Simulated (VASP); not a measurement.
```
C
1.0
    0.00000     1.74942     1.74942
    1.74942     0.00000     1.74942
    1.74942     1.74942     0.00000
C
2
Direct
  0.00000   0.00000   0.00000
  0.25000   0.25000   0.25000
```

Method: PBE GGA, VASP's PBE PAW potentials (set 64) (plane waves; VASP). Numerical set-up: 620 eV cut-off, 13×13×13 Γ-centred mesh, Gaussian smearing of 0.050 eV, potentials C.

Energy and stress use the plane-wave basis of the starting cell.

Q: The ions, cell shape and volume at an external pressure of 45.0 GPa are relaxed. What does this cell relax into?

A: 
```
C
1.0
    0.00000     1.73420     1.73420
    1.73420     0.00000     1.73420
    1.73420     1.73420     0.00000
C
2
Direct
  0.00000   0.00000   0.00000
  0.25000   0.25000   0.25000
```
Space group Fd-3m (227), at a tolerance of 0.03 Å.

Q: How do energy and volume change from the first to the last step?

A: The energy (σ→0) changes by +32.2 meV/atom and the volume by -2.6 %, in 3 ionic steps.

```tsv
step	E(σ→0) (eV)	max force (eV/Å)	pressure (GPa)	volume (Å³)
1	-18.1281	0.000	29.96	10.71
2	-17.8846	0.000	75.12	9.95
3	-18.0638	0.000	44.79	10.43
```

The compound is C in the diamond structure. This run relaxes it under an external pressure of 45 GPa. Symmetry was kept, so distortions that lower it aren't found.
